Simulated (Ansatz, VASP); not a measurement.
# Cross-check of Y (Y(0001)) between VASP and Ansatz, part 2 of 2

One calculation is typed for both programs; each brings its own data sets and cutoff. How far apart do they land?

VASP 6.6.1 and Ansatz 0.2.0.

So far: The structure; VASP: single point, PBEsol; Ansatz: single point, PBEsol.

## 4. Side by side

Known differences besides the potentials themselves: the cutoff is 420 eV in Ansatz and 350 eV in VASP (PREC = Normal); Ansatz makes its cores anew for this functional, VASP keeps those of its PBE data sets; VASP leaves aspherical gradient terms in its spheres out (LASPH is not set), Ansatz keeps them. Total energies have different zeros and are not compared.

Compared:

| quantity | Ansatz | VASP | difference |
| --- | --- | --- | --- |
| work function, lower of the two faces (eV) | 3.26 | 3.28 | -0.01 |
| work function, higher of the two faces (eV) | 3.26 | 3.28 | -0.01 |

Forces (eV/Å; atoms numbered as in POSCAR):

| atom | Ansatz x, y, z | VASP x, y, z |
| --- | --- | --- |
| Y1 | 0.000, 0.000, 0.317 | 0.000, 0.000, 0.330 |
| Y2 | 0.000, 0.000, -0.157 | 0.000, 0.000, -0.157 |
| Y3 | 0.000, 0.000, 0.038 | 0.000, 0.000, 0.032 |
| Y4 | 0.000, 0.000, 0.000 | 0.000, 0.000, 0.000 |
| Y5 | 0.000, 0.000, -0.038 | 0.000, 0.000, -0.032 |
| Y6 | 0.000, 0.000, 0.157 | 0.000, 0.000, 0.157 |
| Y7 | 0.000, 0.000, -0.317 | 0.000, 0.000, -0.330 |

The forces differ by 4.7 meV/Å r.m.s., which is 4.1 % of the r.m.s. force of 0.11 eV/Å (both taken over all components). VASP's log warns that it found no field-free region in the vacuum, so its work functions are uncertain. VASP's last cycles still show a density residual of 2e-02, so its state may not be settled.

## 5. Ansatz: single point, LDA

A single point gives forces, pressure and levels at one fixed geometry, so differences don't come from the geometry; what else differs is listed under the comparison.

File input.yaml:

```yaml
crystal:
  lattice:
    - [3.65, 0.0, 0.0]
    - [1.825, 3.1609927238, 0.0]
    - [0.0, 0.0, 35.20245]
  atoms:
    - { symbol: "Y", position: [0.0, 0.0, 0.2556640234] }
    - { symbol: "Y", position: [0.6666666667, 0.6666666667, 0.3371093489] }
    - { symbol: "Y", position: [0.0, 0.0, 0.4185546745] }
    - { symbol: "Y", position: [0.6666666667, 0.6666666667, 0.5] }
    - { symbol: "Y", position: [0.0, 0.0, 0.5814453255] }
    - { symbol: "Y", position: [0.6666666667, 0.6666666667, 0.6628906511] }
    - { symbol: "Y", position: [0.0, 0.0, 0.7443359766] }
hamiltonian:
  xc: lda
  pseudopotentials: { kind: paw }
kpoints:
  mp_grid: { grid: [9, 9, 1] }
scf:
  occupations: { method: methfessel_paxton, width: 0.1 }
  n_extra_bands: 5
efield:
  axis: 3
  dipole_correction: true
  ramp_width: 0.04
output:
  forces: true
  eigenvalues: true
```

Launch:

```sh
$ ansatz run input.yaml --threads 4 --pin off --max-ram 9216MiB --backend cpu --events-out ev --progress --plain --runs-dir out
```

Numbers of over 12 decimals in the logs are rounded to 6 here.

The log of the run:

```text
[...]
Crystal: 7 atoms, lattice volume = 406.153 Å³
Basis set: ecut = 420 eV, 7797 PW (Γ)
Bands: 44, of which v1, the nominal top of the filled ones, is band 39 counted from 1 (38 counted from 0)
Symmetry: 6 space group operations
k-points: 12 of 81 (time reversal used)
[...]
k-point 0: bands = [... 35 lower, 3.9290, 3.9338, 4.5113, 4.5809, 4.6594, 4.9647, 5.2796, 5.2796, ... 1 higher]
  k-point 1: bands = [... 35 lower, 3.9375, 3.9572, 4.2652, 4.3411, 4.4753, 4.8652, 4.9622, 4.9658, ... 1 higher]
  k-point 2: bands = [... 35 lower, 3.7368, 3.7620, 3.8620, 3.9247, 4.2011, 4.2992, 4.3869, 4.4287, ... 1 higher]
  k-point 11: bands = [... 35 lower, 3.3262, 3.3763, 3.4061, 3.4201, 3.7161, 3.7365, 4.1047, 4.1792, ... 1 higher]
[key lines of the parts left out:]
SCF converged after 8 iterations
Free energy (F): -26216.937332 eV
Fermi energy:    3.799140 eV
Dipole field:    D = -0.000001 V/Å  (p = -0.000003 e·Å, saw-weighted, corrected)
Work function:   Φ+ = 3.3651 eV   Φ− = 3.3650 eV
```

Elapsed: 5.2 s, on 4 threads of Arm Neoverse V2, shared host; peak memory 0.71 GiB; 20 s of CPU time.

## 6. VASP: single point, LDA

The same cell, functional (in two slightly different forms), mesh and smearing now go to VASP, with its own data sets and cutoff.

File INCAR:

```
SYSTEM = Y
PREC = Normal
ENCUT = 350
EDIFF = 1E-06
NELM = 120
ISMEAR = 1
SIGMA = 0.1
LREAL = .FALSE.
ALGO = Normal
GGA = CA
NBANDS = 47
LORBIT = 11
LWAVE = .FALSE.
LCHARG = .FALSE.
KPAR = 4
IDIPOL = 3
LDIPOL = .TRUE.
DIPOL = 0.5 0.5 0.5
LVHAR = .TRUE.
LVACPOTAV = .TRUE.
```

File POSCAR:

```
Y
1.0
    3.6500000000      0.0000000000      0.0000000000
    1.8250000000      3.1609927238      0.0000000000
    0.0000000000      0.0000000000     35.2024500000
Y
7
Direct
    0.0000000000      0.0000000000      0.2556640234
    0.6666666667      0.6666666667      0.3371093489
    0.0000000000      0.0000000000      0.4185546745
    0.6666666667      0.6666666667      0.5000000000
    0.0000000000      0.0000000000      0.5814453255
    0.6666666667      0.6666666667      0.6628906511
    0.0000000000      0.0000000000      0.7443359766
```

File KPOINTS:

```
Automatic mesh
0
Gamma
9 9 1
0 0 0
```

PAW data sets: Y_sv (PBE family, release 64).

Launch:

```sh
$ mpirun -np 4 vasp_std
```

The log of the run:

```text
[banner, memory and clock lines left out]
running    4 mpi-ranks, on    1 nodes
[...]
[... a notice as in an earlier step ...]

 LDA part: xc-table for (Slater(with rela. corr.)+CA(PZ))
 , standard interpolation
 POSCAR, INCAR and KPOINTS ok, starting setup
[...]
entering main loop
       N       E                     dE             d eps       ncg     rms          rms(c)
DAV:   1     0.342071042471E+03    0.34207E+03   -0.32721E+04  1512   0.110E+03
DAV:   2     0.240963305144E+01   -0.33966E+03   -0.32916E+03  1268   0.298E+02
DAV:   3    -0.426988528474E+02   -0.45108E+02   -0.43899E+02  1857   0.548E+01
DAV:   4    -0.501745777273E+02   -0.74757E+01   -0.73954E+01  1960   0.243E+01
[...]
DAV:  63    -0.469455475845E+02   -0.21299E-05   -0.11619E-06   851   0.384E-03    0.119E-02
DAV:  64    -0.469455492955E+02   -0.17110E-05   -0.84470E-07   840   0.297E-03    0.906E-03
DAV:  65    -0.469455501071E+02   -0.81162E-06   -0.40208E-07   734   0.294E-03
 [... a notice as in an earlier step ...]

   1 F= -.46945550E+02 E0= -.46943927E+02  d E =-.487013E-02
```

OUTCAR, selected parts (step 6):

```text
  Total       -6.8192981     -6.8192981     -6.2394552      0.0000000      0.0000000     -0.0000000
  in kB      -26.9005407    -26.9005407    -24.6131957      0.0000000      0.0000000     -0.0000000
  external PRESSURE =     -26.1380923 kB  Pullay stress =       0.0000000 kB

 POSITION                                       TOTAL-FORCE (eV/Angst)
 -----------------------------------------------------------------------------------
      0.00000      0.00000      9.00000        -0.000000     -0.000000      0.463600
      3.65000      2.10733     11.86707        -0.000000      0.000000     -0.168028
      0.00000      0.00000     14.73415        -0.000000      0.000000      0.023616
      3.65000      2.10733     17.60122         0.000000      0.000000      0.000000
      0.00000      0.00000     20.46830        -0.000000      0.000000     -0.023616
      3.65000      2.10733     23.33538        -0.000000      0.000000      0.168028
      0.00000      0.00000     26.20245        -0.000000     -0.000000     -0.463600
 -----------------------------------------------------------------------------------
    total drift:                               -0.000000     -0.000000     -0.000000

  FREE ENERGIE OF THE ION-ELECTRON SYSTEM (eV)
  ---------------------------------------------------
  free  energy   TOTEN  =       -46.9455501071 eV

  energy  without entropy=      -46.9406799770  energy(sigma->0) =      -46.94392673

[... 1 part as in an earlier step ...]

[... 2 further parts left out ...]
[key lines of the parts left out:]
E-fermi :   0.2121
```

The PAW data sets were made with PBE, though LDA sets exist; this is a small mismatch.

## 7. Differences

What differs besides the data sets and the points named for the pairs above, as far as they apply: the two LDA forms differ slightly; VASP's log shows a relativistic correction to its local exchange, Ansatz's none. Total energies have different zeros and are not compared.

Compared:

| quantity | Ansatz | VASP | difference |
| --- | --- | --- | --- |
| work function, lower of the two faces (eV) | 3.37 | 3.37 | 0.00 |
| work function, higher of the two faces (eV) | 3.37 | 3.37 | 0.00 |

Forces (eV/Å; atoms numbered as in POSCAR):

| atom | Ansatz x, y, z | VASP x, y, z |
| --- | --- | --- |
| Y1 | 0.000, 0.000, 0.459 | 0.000, 0.000, 0.464 |
| Y2 | 0.000, 0.000, -0.166 | 0.000, 0.000, -0.168 |
| Y3 | 0.000, 0.000, 0.023 | 0.000, 0.000, 0.024 |
| Y4 | 0.000, 0.000, 0.000 | 0.000, 0.000, 0.000 |
| Y5 | 0.000, 0.000, -0.023 | 0.000, 0.000, -0.024 |
| Y6 | 0.000, 0.000, 0.166 | 0.000, 0.000, 0.168 |
| Y7 | 0.000, 0.000, -0.459 | 0.000, 0.000, -0.464 |

The forces differ by 1.5 meV/Å r.m.s., which is 1.0 % of the r.m.s. force of 0.15 eV/Å (both taken over all components). VASP's log warns that it found no field-free region in the vacuum, so its work functions are uncertain.

## 8. VASP: single point, PBE

A single point gives forces, pressure and levels at one fixed geometry, so differences don't come from the geometry; what else differs is listed under the comparison.

INCAR, as its differences from that of step 6:

```diff
@@ -9,3 +9,3 @@
 ALGO = Normal
-GGA = CA
+GGA = PE
 NBANDS = 47
```

POSCAR is that of step 6.

KPOINTS is that of step 6.

Launch:

```sh
$ mpirun -np 4 vasp_std
```

The log of the run:

```text
[banner, memory and clock lines left out]
running    4 mpi-ranks, on    1 nodes
[...]
LDA part: xc-table for (Slater+PW92), standard interpolation
 POSCAR, INCAR and KPOINTS ok, starting setup
[...]
entering main loop
       N       E                     dE             d eps       ncg     rms          rms(c)
DAV:   1     0.346125023557E+03    0.34613E+03   -0.32771E+04  1512   0.110E+03
DAV:   2     0.629208338793E+01   -0.33983E+03   -0.32936E+03  1268   0.298E+02
DAV:   3    -0.389254813776E+02   -0.45218E+02   -0.44029E+02  1857   0.552E+01
DAV:   4    -0.463394901421E+02   -0.74140E+01   -0.73372E+01  1952   0.243E+01
[...]
DAV:  70    -0.435615652453E+02   -0.51916E-05   -0.72530E-06  1392   0.884E-03    0.498E-02
DAV:  71    -0.435615640361E+02    0.12092E-05   -0.21763E-06   968   0.439E-03    0.400E-02
DAV:  72    -0.435615631000E+02    0.93615E-06   -0.19111E-06   995   0.441E-03
 [... a notice as in an earlier step ...]

   1 F= -.43561563E+02 E0= -.43559140E+02  d E =-.726845E-02
```

From OUTCAR (step 8):

```text
  Total       -1.7592036     -1.7592036     -1.6570483      0.0000000      0.0000000      0.0000000
  in kB       -6.9396479     -6.9396479     -6.5366691      0.0000000      0.0000000      0.0000000
  external PRESSURE =      -6.8053217 kB  Pullay stress =       0.0000000 kB

 POSITION                                       TOTAL-FORCE (eV/Angst)
 -----------------------------------------------------------------------------------
      0.00000      0.00000      9.00000         0.000000     -0.000000      0.181560
      3.65000      2.10733     11.86707         0.000000      0.000000     -0.143627
      0.00000      0.00000     14.73415         0.000000     -0.000000      0.022247
      3.65000      2.10733     17.60122        -0.000000     -0.000000     -0.000000
      0.00000      0.00000     20.46830         0.000000     -0.000000     -0.022247
      3.65000      2.10733     23.33538         0.000000      0.000000      0.143627
      0.00000      0.00000     26.20245        -0.000000     -0.000000     -0.181560
 -----------------------------------------------------------------------------------
    total drift:                               -0.000000     -0.000000     -0.000000

  FREE ENERGIE OF THE ION-ELECTRON SYSTEM (eV)
  ---------------------------------------------------
  free  energy   TOTEN  =       -43.5615631000 eV

  energy  without entropy=      -43.5542946452  energy(sigma->0) =      -43.55914028

[... 2 parts as in an earlier step ...]

[... 1 further part left out ...]
[key lines of the parts left out:]
E-fermi :   0.4260
```

## 9. Ansatz: single point, PBE

The same cell, functional, mesh and smearing now go to Ansatz, which takes its cutoff from its data sets.

input.yaml, as its differences from that of step 5:

```diff
@@ -14,3 +14,3 @@
 hamiltonian:
-  xc: lda
+  xc: pbe
   pseudopotentials: { kind: paw }
@@ -28 +28,5 @@
   eigenvalues: true
+  write_density: true
+  write_potential: true
+  elf: true
+  volumetric_format: npy
```

Launch:

```sh
$ ansatz run input.yaml --threads 4 --pin off --max-ram 9216MiB --backend cpu --events-out ev --progress --plain --runs-dir out
```

The log of the run:

```text
[...]
Crystal: 7 atoms, lattice volume = 406.153 Å³
Basis set: ecut = 420 eV, 7797 PW (Γ), exchange–correlation on 50×50×480 points (8 copies of the dense FFT grid, shifted against one another)
Bands: 44, of which v1, the nominal top of the filled ones, is band 39 counted from 1 (38 counted from 0)
Symmetry: 6 space group operations
[...]
k-point 0: bands = [... 35 lower, 4.1420, 4.1480, 4.6963, 4.7596, 4.8566, 5.2092, 5.5434, 5.5434, ... 1 higher]
  k-point 1: bands = [... 35 lower, 4.1474, 4.1658, 4.4680, 4.5147, 4.7062, 5.1174, 5.2144, 5.2202, ... 1 higher]
  k-point 2: bands = [... 35 lower, 3.9535, 3.9605, 4.0500, 4.1547, 4.4417, 4.5379, 4.6201, 4.6635, ... 1 higher]
  k-point 11: bands = [... 35 lower, 3.5555, 3.5643, 3.5992, 3.6115, 3.9380, 3.9706, 4.2962, 4.3846, ... 1 higher]
[key lines of the parts left out:]
SCF converged after 9 iterations
Free energy (F): -26939.209412 eV
Fermi energy:    4.011526 eV
Dipole field:    D = -0.000002 V/Å  (p = -0.000005 e·Å, saw-weighted, corrected)
Work function:   Φ+ = 3.2053 eV   Φ− = 3.2052 eV
```

Elapsed: 6.2 s, on 4 threads; peak memory 0.76 GiB; 23 s of CPU time.

## 10. Comparison

The two programs side by side:

| quantity | Ansatz | VASP | difference |
| --- | --- | --- | --- |
| work function, lower of the two faces (eV) | 3.21 | 3.20 | 0.00 |
| work function, higher of the two faces (eV) | 3.21 | 3.20 | 0.00 |

Forces (eV/Å; atoms numbered as in POSCAR):

| atom | Ansatz x, y, z | VASP x, y, z |
| --- | --- | --- |
| Y1 | 0.000, 0.000, 0.175 | 0.000, 0.000, 0.182 |
| Y2 | 0.000, 0.000, -0.144 | 0.000, 0.000, -0.144 |
| Y3 | 0.000, 0.000, 0.022 | 0.000, 0.000, 0.022 |
| Y4 | 0.000, 0.000, 0.000 | 0.000, 0.000, 0.000 |
| Y5 | 0.000, 0.000, -0.022 | 0.000, 0.000, -0.022 |
| Y6 | 0.000, 0.000, 0.144 | 0.000, 0.000, 0.144 |
| Y7 | 0.000, 0.000, -0.175 | 0.000, 0.000, -0.182 |

The forces differ by 1.9 meV/Å r.m.s., which is 2.6 % of the r.m.s. force of 0.07 eV/Å (both taken over all components). VASP's log warns that it found no field-free region in the vacuum, so its work functions are uncertain. VASP's last cycles still show a density residual of 4e-03, so its state may not be settled.

## 11. Outcome

- r.m.s. force difference (single point, PBEsol): 4.7 meV/Å
- r.m.s. force difference (single point, LDA): 1.5 meV/Å
- r.m.s. force difference (single point, PBE): 1.9 meV/Å

What this shows: The r.m.s. force difference is 4.7 meV/Å (single point, PBEsol), within the 12 meV/Å picked in this series as the mark of a large difference. 1 further run of this series is not shown here. Such differences can come from data sets, numerical settings and the points named under the comparisons, not from the functional's error against experiment.

[Lines on the potential files, build, host, timing and source positions are cut from VASP's logs without a mark.]

[Logs are printed without paths, hosts, clocks, repeated set-up lines and the standing remarks that a program may print on its own settings, such as how far it seeks lower states.]

[Hosts, paths, dates, database ids (printed as entryN), source tags and the programs' standing remarks are cut or masked in the printed files.]

[VASP's PBE data sets in a run with another functional are called a small mismatch above; for pressures it isn't always small: they can move by 1 GPa and more.]
